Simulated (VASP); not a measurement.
# FSiClBr2 in VASP: notebook, part 2 of 2

VASP 6.6.1. The steps go on from the part before.

**4. Atomic charges, PBE+TS**

Input file INCAR:

```
PREC     = Accurate       # precision mode
ENCUT    = 520            # plane-wave cutoff, eV
EDIFF    = 1E-6           # SCF threshold, eV
ISMEAR   = 0              # smearing method
SIGMA    = 0.01           # smearing width, eV
LREAL    = F              # projectors in reciprocal space
LASPH    = T              # aspherical terms in the spheres
NELM     = 80             # most SCF steps
ALGO     = Normal         # electronic algorithm
ISIF     = 2              # what is computed and relaxed
LWAVE    = F              # write WAVECAR
LCHARG   = F              # write CHGCAR
GGA      = PE             # functional
IVDW     = 2              # dispersion correction
LORBIT   = 10             # projections on sites
```

Input file KPOINTS:

```
regular mesh
0
Gamma
  1 1 1
```

Input file POSCAR:

```
SiBr2ClF
1.0
   12.0000000000      0.0000000000      0.0000000000
    0.0000000000     12.0000000000      0.0000000000
    0.0000000000      0.0000000000     12.0000000000
F Si Cl Br
1 1 1 2
Direct
    0.5778791700      0.3930333300      0.6063291700
    0.5105791700      0.4776916700      0.5316125000
    0.3805125000      0.5346416700      0.6217208300
    0.4521291700      0.3891750000      0.3839458300
    0.6216541700      0.6143250000      0.4863458300
```

Potentials or basis: VASP PAW PBE potentials, release 64 (F, Si, Cl, Br).

Started as:

```
> cat potpaw_PBE.64/F/POTCAR potpaw_PBE.64/Si/POTCAR potpaw_PBE.64/Cl/POTCAR potpaw_PBE.64/Br/POTCAR > POTCAR
> mpirun -np 1 vasp_gam > vasp.out
```

OUTCAR:

```text
PREC = Accurate
   ENCUT = 520
   EDIFF = 1E-6
   ISMEAR = 0
   LREAL = F
   LASPH = T
   NELM = 80
   ISIF = 2
   GGA = PE
   IVDW = 2
   LORBIT = 10
  IVDW =   2

 ion  position               nearest neighbor table
   1  0.578  0.393  0.606-   2 1.58
   2  0.511  0.478  0.532-   1 1.58   3 2.02   5 2.18   4 2.18
   3  0.381  0.535  0.622-   2 2.02
   4  0.452  0.389  0.384-   2 2.18
   5  0.622  0.614  0.486-   2 2.18

  LATTYP: Found a simple cubic cell.
 ALAT       =    12.0000000000

  Lattice vectors:

 A1 = (  12.0000000000,   0.0000000000,   0.0000000000)
 A2 = (   0.0000000000,  12.0000000000,   0.0000000000)
 A3 = (   0.0000000000,   0.0000000000,  12.0000000000)

Analysis of symmetry for initial positions (statically):
=====================================================================
 Subroutine PRICEL returns:
 Original cell was already a primitive cell.

 Routine SETGRP: Setting up the symmetry group for a
 simple cubic supercell.

 Subroutine GETGRP returns: Found  1 space group operations
 (whereof  1 operations were pure point group operations)
 out of a pool of 48 trial point group operations.

The static configuration has the point symmetry C_1 .

Analysis of symmetry for dynamics (positions and initial velocities):
=====================================================================
 Subroutine PRICEL returns:
 Original cell was already a primitive cell.

 Routine SETGRP: Setting up the symmetry group for a
 simple cubic supercell.

 Subroutine GETGRP returns: Found  1 space group operations
 (whereof  1 operations were pure point group operations)
 out of a pool of 48 trial point group operations.

The dynamic configuration has the point symmetry C_1 .

 Subroutine INISYM returns: Found  1 space group operations
 (whereof  1 operations are pure point group operations),
[... 115 lines left out ...]
   NGX = 45   NGY = 45   NGZ = 45

 number of electron      31.9999990 magnetization

 Free energy of the ion-electron system (eV)
  ---------------------------------------------------
  ext. energy  EPLUGINS =         0.00000000
  ---------------------------------------------------
  free energy    TOTEN  =       -19.79792675 eV

  energy without entropy =      -19.79792675  energy(sigma->0) =      -19.79792675

 E-fermi :  -7.0461     XC(G=0):  -1.0774

 val. band max:       -7.0935796126   @ k =   0.0000   0.0000   0.0000
 cond. band min:      -1.5906333110   @ k =   0.0000   0.0000   0.0000
 fundamental gap:      5.5029463016
 Fermi energy:        -7.0461149217

 k-point     1 :       0.0000    0.0000    0.0000
  band No.  band energies     occupation
      1     -30.2043      2.00000
      2     -21.2590      2.00000
      3     -20.3656      2.00000
      4     -20.1016      2.00000
      5     -13.6540      2.00000
      6     -11.4611      2.00000
[... 12 lines left out ...]
     19       0.0314      0.00000
     20       0.0711      0.00000

------------------------ aborting loop because EDIFF is reached ----------------------------------------

  Hirshfeld charges:
            ion         q(e)
   ------------------------------
      1     F       -0.16623734
      2     Si       0.32808590
      3     Cl      -0.07023160
      4     Br      -0.04585298
      5     Br      -0.04576398

  Tkatchenko/Scheffler method for vdW energy calculation

  Number of pair interactions contributing to vdW energy:    4498

  Edisp (eV):   -0.03419

  FORCE on cell =-STRESS in cart. coord.  units (eV):
  Direction    XX          YY          ZZ          XY          YZ          ZX
  --------------------------------------------------------------------------------------
  -------------------------------------------------------------------------------------
  Total       1.05989     1.18717     1.11463    -0.17575    -0.22989     0.20561
  in kB       0.98271     1.10073     1.03347    -0.16295    -0.21315     0.19064
  external pressure =        1.04 kB  Pullay stress =        0.00 kB

 VOLUME and BASIS-vectors are now :
 -----------------------------------------------------------------------------
  energy-cutoff  :      520.00
  volume of cell :     1728.00
      direct lattice vectors                 reciprocal lattice vectors
    12.000000000  0.000000000  0.000000000     0.083333333  0.000000000  0.000000000
     0.000000000 12.000000000  0.000000000     0.000000000  0.083333333  0.000000000
     0.000000000  0.000000000 12.000000000     0.000000000  0.000000000  0.083333333

 POSITION                                       TOTAL-FORCE (eV/Angst)
 -----------------------------------------------------------------------------------
      6.93455      4.71640      7.27595         0.455805     -0.577261      0.513688
      6.12695      5.73230      6.37935        -0.305978      0.394133     -0.360323
      4.56615      6.41570      7.46065        -0.255543      0.106359      0.189361
      5.42555      4.67010      4.60735        -0.106282     -0.173206     -0.267496
      7.45985      7.37190      5.83615         0.211999      0.249975     -0.075229
 -----------------------------------------------------------------------------------
    total drift:                                0.000087     -0.000918      0.000977

  FREE ENERGIE OF THE ION-ELECTRON SYSTEM (eV)
  ---------------------------------------------------
  free  energy   TOTEN  =       -19.8321185273 eV

  energy  without entropy=      -19.8321185273  energy(sigma->0) =      -19.83211853

 total charge

# of ion       s       p       d       tot
------------------------------------------
    1        1.749   4.394   0.000   6.143
    2        0.678   0.871   0.000   1.549
    3        1.605   3.552   0.000   5.157
    4        1.616   3.264   0.025   4.905
    5        1.616   3.264   0.025   4.905
--------------------------------------------------
tot          7.263  15.345   0.051  22.659
```

OSZICAR:

```text
N       E                     dE             d eps       ncg     rms          rms(c)
DAV:   1     0.271053626881E+03    0.27105E+03   -0.93959E+03    56   0.100E+03
DAV:   2     0.743684434448E+02   -0.19669E+03   -0.18950E+03    64   0.165E+02
DAV:   3    -0.137745165578E+02   -0.88143E+02   -0.88027E+02    64   0.112E+02
[... 16 lines left out ...]
DAV:  20    -0.197979107768E+02   -0.24210E-04   -0.16003E-06    40   0.571E-03    0.198E-03
DAV:  21    -0.197979218520E+02   -0.11075E-04   -0.42066E-07    32   0.424E-03    0.818E-04
DAV:  22    -0.197979244538E+02   -0.26018E-05   -0.25476E-07    32   0.329E-03    0.693E-04
DAV:  23    -0.197979261689E+02   -0.17151E-05   -0.91380E-08    32   0.199E-03    0.470E-04
DAV:  24    -0.197979267528E+02   -0.58390E-06   -0.34672E-08    32   0.115E-03
   1 F= -.19832119E+02 E0= -.19832119E+02  d E =-.927296E-12
```

stdout:

```text
POSCAR found type information on POSCAR F SiClBr
 POSCAR found :  4 types and       5 ions
 scaLAPACK will be used
 LDA part: xc-table for (Slater+PW92), standard interpolation
 POSCAR, INCAR and KPOINTS ok, starting setup
 FFT: planning ... GRIDC
 FFT: planning ... GRID_SOFT
 FFT: planning ... GRID
 WAVECAR not read
 entering main loop
 augmentation electrons   32.0030406781568
 total        electrons   32.0030406781568
 augmentation electrons   76.2763351538985
 total        electrons   76.2763351538985
 augmentation electrons  -2.65485703639864
 soft         electrons   34.6578966849650
 total        electrons   32.0030396485663
 translations:           1           1           1
```

Wall time 2.2 min (1 thread of Intel Xeon Platinum 8488C (Sapphire Rapids), shared host); peak memory 1.3 GiB.

Results:

* Free energy: -19.8321 eV
* Largest force: 0.897 eV/Å
* Gap between the frontier levels: 5.50 eV
* Valence electrons inside the program's atomic spheres: F 6.14; Si 1.55; Cl 5.16; Br 4.91
* Hirshfeld charges: F -0.17; Si +0.33; Cl -0.07; Br -0.05 e
* Dispersion energy per atom: -0.007 eV

Forces on the atoms (eV/Å):
```
F    0.456 -0.577  0.514
Si  -0.306  0.394 -0.360
Cl  -0.256  0.106  0.189
Br  -0.106 -0.173 -0.267
Br   0.212  0.250 -0.075
```

**5. For comparison**

An earlier run on the cell as given: functional PBE; potentials or basis VASP PAW PBE potentials, release 64 (F, Si, Cl, Br); cutoff 520 eV; k mesh 1 × 1 × 1; occupations gaussian, width 0.01 eV; no spin polarisation.

* Largest force: 0.877 eV/Å
* Gap between the frontier levels: 5.50 eV

**6. The runs side by side**

```tsv
task	level	cell	gap on the mesh (eV)	largest force (eV/Å)
single point	PBE	atoms moved at random, drawn with an rms of 0.05 Å	5.51	2.88
relaxation of the atoms	PBE	atoms relaxed from: atoms moved at random, drawn with an rms of 0.02 Å	5.33	-
atomic charges	PBE+TS	as given	5.50	0.90
single point	PBE	as given	5.50	0.88
```

Alike in all rows: potentials or basis VASP PAW PBE potentials, release 64 (F, Si, Cl, Br); no spin polarisation; k mesh 1 × 1 × 1; cutoff (eV) 520; smearing gaussian 0.01 eV.

Total energies depend on the potentials used, so only differences within one code and one set of settings carry meaning.
